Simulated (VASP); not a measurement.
Write the native input for VASP 6.6.1 that does the following.

```
Task                   : single point
Functional             : PBE
Potentials or basis    : VASP PAW PBE potentials, release 64 (Zr_sv, B)
Cutoff                 : 520 eV
k mesh                 : 15 × 15 × 12
Occupations            : fermi-dirac, width 0.15 eV
Spin                   : no spin polarisation
Dipole correction      : no
Further INCAR settings : ALGO = Fast; EDIFF = 1e-06; NBANDS = 16
```

The structure of ZrB2 lies in POSCAR:

```
ZrB2
1.0
    3.1716376524      0.0000000000      0.0000000000
   -1.5858188262      2.7467187786      0.0000000000
    0.0000000000      0.0000000000      3.5418916955
Zr B
1 2
Direct
    0.0000000000      0.0000000000      0.0000000000
    0.3333333333      0.6666666667      0.5000000000
    0.6666666667      0.3333333333      0.5000000000
```

The cell isn't the ideal one: cell and atoms relaxed tightly for response.

One way to write it, as run:

INCAR

```
PREC     = Accurate       # precision mode
ENCUT    = 520            # plane-wave cutoff, eV
EDIFF    = 1E-6           # SCF threshold, eV
ISMEAR   = -1             # smearing method
SIGMA    = 0.15           # smearing width, eV
LREAL    = F              # projectors in reciprocal space
LASPH    = T              # aspherical terms in the spheres
NELM     = 100            # most SCF steps
ALGO     = Fast           # electronic algorithm
ISIF     = 2              # what is computed and relaxed
LWAVE    = F              # write WAVECAR
LCHARG   = F              # write CHGCAR
GGA      = PE             # functional
NBANDS   = 16             # bands
```

KPOINTS

```
regular mesh
0
Gamma
  15 15 12
```

Potentials or basis: VASP PAW PBE potentials, release 64 (Zr_sv, B).

The run is started by

```console
$ cat potpaw_PBE.64/Zr_sv/POTCAR potpaw_PBE.64/B/POTCAR > POTCAR
$ mpirun -np 1 vasp_std > vasp.out
```

Results of the run:

```
Pressure               : 0.1 GPa
Band gap on the k mesh : none (metal or under the smearing width)
```

Wall time 46 s on 1 thread of Intel(R) Xeon(R) 6975P-C (Granite Rapids), on a shared host, peak memory 0.21 GiB.
